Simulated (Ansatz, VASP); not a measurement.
BaMgVO3 in VASP and in Ansatz

Contents of INCAR:

```
PREC = Accurate ; ENCUT = 520
EDIFF = 1E-7 ; ISMEAR = -1
SIGMA = 0.05 ; LREAL = False
LASPH = True ; NELM = 150
ALGO = Normal ; ISIF = 2
LWAVE = False ; LCHARG = True
ISPIN = 2 ; MAGMOM = 0 2 0 0 0 0
LORBIT = 11 ; LMAXMIX = 4
GGA = PE ; LELF = True
LVHAR = True ; NBANDS = 34
```

The input KPOINTS:

```
Automatic mesh
0
Gamma
  7 7 5
```

File POSCAR:

```
BaMgVO3
1.0
    2.8494084233     -2.8347155880      0.0000000000
    2.8494084233      2.8347155880      0.0000000000
   -2.1474970243      0.0000000000      5.2449154201
Ba V Mg O
1 1 1 3
Direct
    0.8744610000      0.8771910000      0.0588830000
    0.5831770000      0.5728120000      0.4227380000
    0.1821750000      0.1909250000      0.6553740000
    0.3455160000      0.3402670000      0.0302510000
    0.6470820000      0.1256960000      0.5349770000
    0.1042500000      0.6308030000      0.5411340000
```

Contents of input.yaml:

```yaml
crystal:
  lattice:
    - [2.8494084233, -2.834715588, 0.0]
    - [2.8494084233, 2.834715588, 0.0]
    - [-2.1474970243, 0.0, 5.2449154201]
  atoms:
    - { symbol: Ba, position: [0.874461, 0.877191, 0.058883] }
    - { symbol: V, position: [0.583177, 0.572812, 0.422738], spin: 2.0 }
    - { symbol: Mg, position: [0.182175, 0.190925, 0.655374] }
    - { symbol: O, position: [0.345516, 0.340267, 0.030251] }
    - { symbol: O, position: [0.647082, 0.125696, 0.534977] }
    - { symbol: O, position: [0.10425, 0.630803, 0.541134] }
hamiltonian:
  xc: pbe
  pseudopotentials: { kind: paw }
magnetization:
  spin_polarized: true
kpoints:
  mp_grid: { grid: [7, 7, 5] }
scf:
  occupations: { method: fermi_dirac, width: 0.05 }
output:
  forces: true
  stress: true
  eigenvalues: true
```

Change from the starting cell: atoms moved at random, drawn with an rms of 0.05 Å.

Alike in both runs: task single point; functional PBE; k mesh 7 × 7 × 5; occupations fermi-dirac, width 0.05 eV; collinear spin, ferromagnetic start.

|  | VASP | Ansatz |
| --- | --- | --- |
| version | VASP 6.6.1 | Ansatz 0.2.0 |
| potentials or method | VASP PAW PBE potentials, release 64 (Ba_sv, V_sv, Mg, O) | Ansatz PAW |
| plane-wave cutoff (eV) | 520 | 420 |
| valence electrons in the cell | 43 | 51 |

|  | VASP | Ansatz | Ansatz less VASP |
| --- | --- | --- | --- |
| gap on the k mesh at the Fermi level (eV) | none | none | - |
| pressure (GPa) | -0.4 | -1.3 | -0.87 |
| largest component of the traceless stress (GPa) | 2.75 | 3.00 | +0.244 |
| rms of the force components (eV/Å) | 0.336 | 0.332 | -0.0045 |
| net moment per atom (μB) | 0.50 | 0.50 | 0.000 |
| size of the moment on the site where the two differ most (μB) | 2.39 | 1.90 | -0.481 |

Site moments also hang on the region over which each program counts them. Atom by atom the forces differ by 0.029 eV/Å (rms over components). A gap of «none» marks a metal or a gap that the smearing closes. The two sets of potentials don't hold the same shells in valence.

Caveats: semilocal functionals often make such compounds metallic where correlation or magnetic order opens a gap, which also shifts bond lengths; the pressure holds a Pulay correction of +0.4 GPa for the finite cutoff (Ansatz). Spin-orbit coupling is left out, which matters for the levels of Ba.
